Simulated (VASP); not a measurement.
Calculation: r2SCAN+rVV10, VASP's PBE PAW potentials (set 64) (plane waves; VASP).

A VASP calculation is set up with these files.

INCAR:
```
SYSTEM = PbF2
PREC = Accurate; ENCUT = 520; LREAL = .FALSE.
LASPH = .TRUE.
EDIFF = 1E-7; NELM = 100; ALGO = Normal
LMAXMIX = 4; LMIXTAU = .TRUE.
ISMEAR = 0; SIGMA = 0.05
METAGGA = R2SCAN; LUSE_VDW = .TRUE.; BPARAM = 11.95
CPARAM = 0.0093
ISIF = 2
LWAVE = .FALSE.; LCHARG = .FALSE.
```

File POSCAR:
```
PbF2
1
    0.0000000000     2.9483566160     2.9483566160
    2.9483566160     0.0000000000     2.9483566160
    2.9483566160     2.9483566160     0.0000000000
Pb F
1 2
Direct
  0.0000000000   1.0000000000   1.0000000000
  0.2500000000   0.2500000000   0.2500000000
  0.7500000000   0.7500000000   0.7500000000
```

**KPOINTS**
```
kpoints
0
Gamma
 7 7 7
0 0 0
```

POTCAR, in this order: Pb_d F (PBE.64 set). Program: vasp_std.

### Question
Predict the energy per atom (σ→0).

### Answer

| Item | Result |
|---|---|
| energy per atom (σ→0) | -23.085 eV/atom |

### OSZICAR
```
...
DAV:  17    -0.692552499279E+02   -0.22350E-03   -0.12593E-04   736   0.128E-01    0.924E-03
DAV:  18    -0.692552376645E+02    0.12263E-04   -0.15207E-05   886   0.462E-02    0.402E-03
DAV:  19    -0.692552589040E+02   -0.21240E-04   -0.41667E-06   724   0.216E-02    0.270E-03
DAV:  20    -0.692552698089E+02   -0.10905E-04   -0.29267E-06   720   0.232E-02    0.162E-03
DAV:  21    -0.692552701736E+02   -0.36462E-06   -0.11397E-06   720   0.109E-02    0.173E-03
DAV:  22    -0.692552702962E+02   -0.12264E-06   -0.26525E-07   720   0.464E-03    0.169E-03
DAV:  23    -0.692552702909E+02    0.53310E-08   -0.54703E-08   412   0.315E-03
   1 F= -.69255270E+02 E0= -.69255270E+02  d E =-.727283E-16
```

The compound is PbF2 in the fluorite structure, the β form. It was relaxed first.
